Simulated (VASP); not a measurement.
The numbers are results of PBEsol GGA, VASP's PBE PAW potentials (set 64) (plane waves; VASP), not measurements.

VASP ran on this input.

INCAR:
```
ALGO=Normal
EDIFF=1E-6
EDIFFG=-0.02
ENCUT=520
GGA=PS
IBRION=2
ISIF=3
ISMEAR=0
LASPH=.True.
LCHARG=.False.
LMAXMIX=4
LREAL=.False.
LWAVE=.False.
NELM=100
NSW=60
PREC=Accurate
SIGMA=0.05
SYSTEM=AgNO3
```

File KPOINTS:
```
kpoints
0
G
5 5 5
0 0 0
```

### POSCAR
```
AgNO3
1
    2.5221601190     1.4561697013     2.7225486396
   -2.5221601190     1.4561697013     2.7225486396
    0.0000000000    -2.9123394027     2.7225486396
Ag N O
1 1 3
Direct
  0.9990878437   0.9990878437   0.9990878437
  0.5736546274   0.5736546274   0.5736546274
  0.4315123330   0.4315123330   0.8656128630
  0.8656128630   0.4315123330   0.4315123330
  0.4315123330   0.8656128630   0.4315123330
```

POTCAR, in this order: Ag N O (PBE.64 set). Program: vasp_std.

Output

OSZICAR:
```
       N       E                     dE             d eps       ncg     rms          rms(c)
DAV:   1     0.247545641502E+03    0.24755E+03   -0.18659E+04   798   0.155E+03
DAV:   2    -0.156775196063E+02   -0.26322E+03   -0.25144E+03   921   0.365E+02
DAV:   3    -0.309545550088E+02   -0.15277E+02   -0.15152E+02   963   0.971E+01
DAV:   4    -0.311393467266E+02   -0.18479E+00   -0.18458E+00   985   0.111E+01
DAV:   5    -0.311431595904E+02   -0.38129E-02   -0.38123E-02   948   0.155E+00    0.117E+01
DAV:   6    -0.288898808447E+02    0.22533E+01   -0.95875E+00   868   0.263E+01    0.554E+00
DAV:   7    -0.288125686757E+02    0.77312E-01   -0.84005E-01   893   0.785E+00    0.349E+00
DAV:   8    -0.287780638986E+02    0.34505E-01   -0.17512E-01  1016   0.332E+00    0.827E-01
DAV:   9    -0.287734795534E+02    0.45843E-02   -0.22732E-02   963   0.150E+00    0.292E-01
DAV:  10    -0.287739158138E+02   -0.43626E-03   -0.33571E-03   958   0.522E-01    0.662E-02
DAV:  11    -0.287739485761E+02   -0.32762E-04   -0.17077E-04   933   0.108E-01    0.263E-02
DAV:  12    -0.287739638589E+02   -0.15283E-04   -0.39295E-05   948   0.529E-02    0.910E-03
DAV:  13    -0.287739667047E+02   -0.28458E-05   -0.46297E-06   978   0.254E-02    0.377E-03
DAV:  14    -0.287739669868E+02   -0.28209E-06   -0.10380E-06   599   0.864E-03
   1 F= -.28773967E+02 E0= -.28773967E+02  d E =-.287740E+02
```

### OUTCAR
```
------------------------ aborting loop because EDIFF is reached ----------------------------------------
  FORCE on cell =-STRESS in cart. coord.  units (eV):
  Direction    XX          YY          ZZ          XY          YZ          ZX
  --------------------------------------------------------------------------------------
  Total        0.0372903      0.0372903      0.0094506      0.0000000     -0.0000000      0.0000000
  in kB        0.9958514      0.9958513      0.2523833      0.0000000     -0.0000000      0.0000000
  external PRESSURE =       0.7480287 kB  Pullay stress =       0.0000000 kB
  volume of cell :       59.99
      direct lattice vectors                 reciprocal lattice vectors
     2.522160119  1.456169701  2.722548640     0.198242767  0.114455524  0.122434299
    -2.522160119  1.456169701  2.722548640    -0.198242767  0.114455524  0.122434299
     0.000000000 -2.912339403  2.722548640     0.000000000 -0.228911049  0.122434299
 POSITION                                       TOTAL-FORCE (eV/Angst)
 -----------------------------------------------------------------------------------
      0.00000     -0.00000      8.16020         0.000000     -0.000000      0.000691
      0.00000     -0.00000      4.68541         0.000000      0.000000     -0.007173
      0.00000     -1.26425      4.70630         0.000000     -0.000932      0.002161
      1.09487      0.63212      4.70630         0.000807      0.000466      0.002161
     -1.09487      0.63212      4.70630        -0.000807      0.000466      0.002161
 -----------------------------------------------------------------------------------
    total drift:                               -0.000000     -0.000006      0.002073
  FREE ENERGIE OF THE ION-ELECTRON SYSTEM (eV)
  ---------------------------------------------------
  free  energy   TOTEN  =       -28.7739669868 eV

  energy  without entropy=      -28.7739669868  energy(sigma->0) =      -28.77396699

 reached required accuracy - stopping structural energy minimisation
```
(Selected blocks of OUTCAR.)

The structure comes from a computed database's AgNO3 entry (R3m); how it stands against other phases isn't given here. It was relaxed first, which changed the volume by -10 %. The start is the result of an earlier pass.
